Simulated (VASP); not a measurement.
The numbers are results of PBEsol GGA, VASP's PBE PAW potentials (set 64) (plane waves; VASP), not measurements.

Input for VASP

**INCAR**
```
SYSTEM  =  SiO2
PREC  =  Accurate; ENCUT  =  520; LREAL  =  .False.
LASPH  =  .True.
EDIFF  =  1E-7; NELM  =  100; ALGO  =  Normal
ISMEAR  =  -5
GGA  =  PS
ISIF  =  2
LWAVE  =  .False.; LCHARG  =  .True.; LORBIT  =  11
NEDOS  =  601
LEFG  =  .True.
```

**POSCAR**
```
SiO2
9.2260860
  0.4330126638   0.2499999332   0.2847760850
 -0.4330126638   0.2499999332   0.2847760850
  0.0000000000  -0.4999999757   0.2847760854
Si O
3 6
Cartesian
  0.1864223141  -0.0000000547   0.4271641277
 -0.0932111571   0.1614463998   0.4271641276
 -0.0932111571  -0.1614465091   0.4271641277
 -0.1656619826  -0.0000000547   0.4271641277
  0.0828309913  -0.1434675352   0.4271641277
  0.0828309913   0.1434674259   0.4271641276
 -0.1442465869  -0.2501575668   0.2847760852
 -0.1442465869   0.2501574574   0.5695521701
 -0.1445194900   0.2499999332   0.2847760850
```

KPOINTS:
```
Automatic mesh
0
Gamma
5 5 5
0 0 0
```

POTCAR, in this order: Si O (PBE.64 set). Program: vasp_std.

The run wrote:

File OSZICAR:
```
       N       E                     dE             d eps       ncg     rms          rms(c)
DAV:   1     0.342192553033E+03    0.34219E+03   -0.24495E+04  1110   0.148E+03
DAV:   2    -0.543839073865E+02   -0.39658E+03   -0.38586E+03  1494   0.339E+02
DAV:   3    -0.821963558561E+02   -0.27812E+02   -0.27710E+02  1282   0.102E+02
DAV:   4    -0.826435765711E+02   -0.44722E+00   -0.44637E+00  1340   0.139E+01
DAV:   5    -0.826523049615E+02   -0.87284E-02   -0.87245E-02  1272   0.191E+00    0.244E+01
DAV:   6    -0.739296381123E+02    0.87227E+01   -0.39017E+01  1242   0.345E+01    0.117E+01
DAV:   7    -0.738300831504E+02    0.99555E-01   -0.95125E-01  1332   0.544E+00    0.452E+00
DAV:   8    -0.737833677046E+02    0.46715E-01   -0.56668E-02  1267   0.195E+00    0.144E+00
DAV:   9    -0.737895868556E+02   -0.62192E-02   -0.22118E-02  1292   0.117E+00    0.372E-01
DAV:  10    -0.737955368186E+02   -0.59500E-02   -0.63218E-03  1212   0.462E-01    0.110E-01
DAV:  11    -0.737959951771E+02   -0.45836E-03   -0.25518E-03  1282   0.330E-01    0.563E-02
DAV:  12    -0.737960207781E+02   -0.25601E-04   -0.25142E-04  1292   0.102E-01    0.337E-02
DAV:  13    -0.737960474907E+02   -0.26713E-04   -0.62450E-05  1277   0.510E-02    0.146E-02
DAV:  14    -0.737960490133E+02   -0.15226E-05   -0.93896E-06  1292   0.224E-02    0.429E-03
DAV:  15    -0.737960495718E+02   -0.55846E-06   -0.31167E-06  1277   0.125E-02    0.211E-03
DAV:  16    -0.737960496484E+02   -0.76599E-07   -0.26528E-07   967   0.543E-03
   1 F= -.73796050E+02 E0= -.73796050E+02  d E =0.000000E+00
```

OUTCAR:
```
------------------------ aborting loop because EDIFF is reached ----------------------------------------
  FORCE on cell =-STRESS in cart. coord.  units (eV):
  Direction    XX          YY          ZZ          XY          YZ          ZX
  --------------------------------------------------------------------------------------
  Total        0.0481629      0.0481629     -0.0390860     -0.0000000      0.0000000      0.0000000
  in kB        0.5312212      0.5312211     -0.4311055     -0.0000000      0.0000001      0.0000000
  external PRESSURE =       0.2104456 kB  Pullay stress =       0.0000000 kB
  volume of cell :      145.26
      direct lattice vectors                 reciprocal lattice vectors
     3.995012076  2.306520883  2.627368651     0.125156067  0.072258892  0.126869656
    -3.995012076  2.306520883  2.627368651    -0.125156067  0.072258892  0.126869656
     0.000000000 -4.613042776  2.627368654     0.000000000 -0.144517783  0.126869628
 POSITION                                       TOTAL-FORCE (eV/Angst)
 -----------------------------------------------------------------------------------
      1.71995     -0.00000      3.94105         0.000213      0.000000     -0.000000
     -0.85997      1.48952      3.94105        -0.000107      0.000185     -0.000000
     -0.85997     -1.48952      3.94105        -0.000107     -0.000185      0.000000
     -1.52841     -0.00000      3.94105         0.003015     -0.000000     -0.000000
      0.76421     -1.32364      3.94105        -0.001508      0.002611     -0.000000
      0.76421      1.32364      3.94105        -0.001508     -0.002611      0.000000
     -1.33083     -2.30798      2.62737        -0.006696      0.011597     -0.000000
      2.66418      0.00145      2.62737        -0.006696     -0.011597      0.000000
     -1.33335      2.30652      2.62737         0.013391     -0.000000      0.000000
 -----------------------------------------------------------------------------------
    total drift:                               -0.000013      0.000000     -0.000000
  FREE ENERGIE OF THE ION-ELECTRON SYSTEM (eV)
  ---------------------------------------------------
  free  energy   TOTEN  =       -73.7960496484 eV

  energy  without entropy=      -73.7960496484  energy(sigma->0) =      -73.79604965

 total charge

# of ion       s       p       d       tot
------------------------------------------
    1        0.648   0.996   0.000   1.644
    2        0.648   0.996   0.000   1.644
    3        0.648   0.996   0.000   1.644
    4        1.549   3.654   0.000   5.203
    5        1.549   3.654   0.000   5.203
    6        1.549   3.654   0.000   5.203
    7        1.543   3.682   0.000   5.226
    8        1.543   3.682   0.000   5.226
    9        1.543   3.682   0.000   5.226
--------------------------------------------------
tot         11.220  24.998   0.000  36.219

 Electric field gradients after diagonalization (V/A^2)
 (convention: |V_zz| > |V_xx| > |V_yy|)
----------------------------------------------------------------------
 ion       V_xx      V_yy      V_zz     asymmetry (V_yy - V_xx)/ V_zz
----------------------------------------------------------------------
   1      -7.230    -6.269    13.499       0.071
   2      -7.230    -6.269    13.499       0.071
   3      -7.230    -6.269    13.499       0.071
   4     -52.491   -30.295    82.786       0.268
   5     -52.491   -30.295    82.786       0.268
   6     -52.491   -30.295    82.786       0.268
   7     -52.898   -37.563    90.461       0.170
   8     -52.898   -37.563    90.461       0.170
   9     -52.898   -37.563    90.461       0.170
```
(Selected blocks of OUTCAR.)

The structure comes from a computed database's SiO2 entry (R32); how it stands against other phases isn't given here. It was relaxed first.
